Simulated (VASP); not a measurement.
Output of a VASP run:

### OSZICAR
```
       N       E                     dE             d eps       ncg     rms          rms(c)
DAV:   1     0.301079381864E+02    0.30108E+02   -0.51225E+03  1536   0.128E+03
DAV:   2    -0.149829592989E+02   -0.45091E+02   -0.43110E+02  1521   0.182E+02
DAV:   3    -0.161873495079E+02   -0.12044E+01   -0.11872E+01  1797   0.412E+01
DAV:   4    -0.162105801007E+02   -0.23231E-01   -0.23187E-01  2018   0.506E+00
DAV:   5    -0.162109230856E+02   -0.34298E-03   -0.34297E-03  1931   0.502E-01    0.142E+01
DAV:   6    -0.176269137644E+02   -0.14160E+01   -0.64104E+01  1763   0.137E+02    0.159E+01
DAV:   7    -0.143831472393E+02    0.32438E+01   -0.30990E+01  1765   0.848E+01    0.251E+00
DAV:   8    -0.143356969152E+02    0.47450E-01   -0.21611E-01  1881   0.626E+00    0.133E+00
DAV:   9    -0.143179666662E+02    0.17730E-01   -0.44827E-02  1914   0.322E+00    0.332E-01
DAV:  10    -0.143175385065E+02    0.42816E-03   -0.73298E-04  1917   0.412E-01    0.164E-01
DAV:  11    -0.143175052709E+02    0.33236E-04   -0.27918E-05  1664   0.585E-02    0.714E-03
DAV:  12    -0.143175047360E+02    0.53490E-06   -0.75793E-07  1070   0.109E-02
   1 F= -.14317505E+02 E0= -.14317584E+02  d E =-.143175E+02
       N       E                     dE             d eps       ncg     rms          rms(c)
DAV:   1    -0.143177883987E+02   -0.28313E-03   -0.59306E-03  1585   0.161E+00    0.161E-01
DAV:   2    -0.143180162899E+02   -0.22789E-03   -0.11085E-02  1815   0.178E+00    0.186E-01
DAV:   3    -0.143174863276E+02    0.52996E-03   -0.40082E-03  1814   0.108E+00    0.198E-02
DAV:   4    -0.143174799271E+02    0.64005E-05   -0.18142E-05  1588   0.445E-02    0.334E-03
DAV:   5    -0.143174798682E+02    0.58896E-07   -0.72081E-07   804   0.137E-02
   2 F= -.14317480E+02 E0= -.14317559E+02  d E =0.248678E-04
       N       E                     dE             d eps       ncg     rms          rms(c)
DAV:   1    -0.143176884036E+02   -0.20848E-03   -0.35818E-03  1579   0.124E+00    0.124E-01
DAV:   2    -0.143178215375E+02   -0.13313E-03   -0.65539E-03  1804   0.137E+00    0.143E-01
DAV:   3    -0.143175088739E+02    0.31266E-03   -0.23812E-03  1804   0.832E-01    0.155E-02
DAV:   4    -0.143175050004E+02    0.38735E-05   -0.11418E-05  1584   0.367E-02    0.219E-03
DAV:   5    -0.143175049834E+02    0.16983E-07   -0.29980E-07   780   0.842E-03
   3 F= -.14317505E+02 E0= -.14317585E+02  d E =-.247428E-06
```

File OUTCAR:
```
------------------------ aborting loop because EDIFF is reached ----------------------------------------
  FORCE on cell =-STRESS in cart. coord.  units (eV):
  Direction    XX          YY          ZZ          XY          YZ          ZX
  --------------------------------------------------------------------------------------
  Total       -0.0027469     -0.0027469     -0.0027469      0.0000000      0.0000000     -0.0000000
  in kB       -0.1977036     -0.1977036     -0.1977036      0.0000000      0.0000000     -0.0000000
  external PRESSURE =      -0.1977036 kB  Pullay stress =       0.0000000 kB
  volume of cell :       22.26
      direct lattice vectors                 reciprocal lattice vectors
     2.813070289 -0.000000000  0.000000000     0.355483474 -0.000000000  0.000000000
     0.000000000  2.813070289  0.000000000     0.000000000  0.355483474  0.000000000
    -0.000000000 -0.000000000  2.813070289    -0.000000000 -0.000000000  0.355483474
 POSITION                                       TOTAL-FORCE (eV/Angst)
 -----------------------------------------------------------------------------------
      1.40654      1.40654      1.40654         0.000000      0.000000      0.000000
      0.00000      0.00000      0.00000        -0.000000     -0.000000      0.000000
 -----------------------------------------------------------------------------------
    total drift:                                0.000000      0.000000      0.000000
  FREE ENERGIE OF THE ION-ELECTRON SYSTEM (eV)
  ---------------------------------------------------
  free  energy   TOTEN  =       -14.3175049834 eV

  energy  without entropy=      -14.3177437364  energy(sigma->0) =      -14.31758457

 reached required accuracy - stopping structural energy minimisation
```
(Selected blocks of OUTCAR.)

### POSCAR
```
FeAl
1
    2.8127421568    -0.0000000000    -0.0000000000
   -0.0000000000     2.8127421568     0.0000000000
   -0.0000000000    -0.0000000000     2.8127421568
Al Fe
1 1
Direct
  0.5000000000   0.5000000000   0.5000000000
  0.0000000000   0.0000000000   0.0000000000
```

### Question
Write an INCAR and KPOINTS that could have produced this output.

### Answer
This is not unique; one that fits is the input of the run itself, LDA (Ceperley-Alder, Perdew-Zunger), plane waves, VASP's LDA PAW potentials (set 64).

**KPOINTS**
```
Automatic mesh
0
Gamma
12 12 12
0 0 0
```

INCAR:
```
ALGO  =  Normal
EDIFF  =  1E-6
EDIFFG  =  -0.01
ENCUT  =  520
IBRION  =  2
ISIF  =  3
ISMEAR  =  1
LASPH  =  .True.
LCHARG  =  .False.
LMAXMIX  =  4
LREAL  =  .False.
LWAVE  =  .False.
NELM  =  100
NSW  =  60
PREC  =  Accurate
SIGMA  =  0.1
SYSTEM  =  FeAl
```

POTCAR, in this order: Al Fe (LDA.64 set). Program: vasp_std.

The compound is FeAl in the CsCl type structure. This run relaxes it. Symmetry was kept, so distortions that lower it aren't found. The start is the result of an earlier pass. The run is not spin-polarised, so no magnetic state was tried. The electron count is odd and the run is not spin-polarised, which forces a metal.
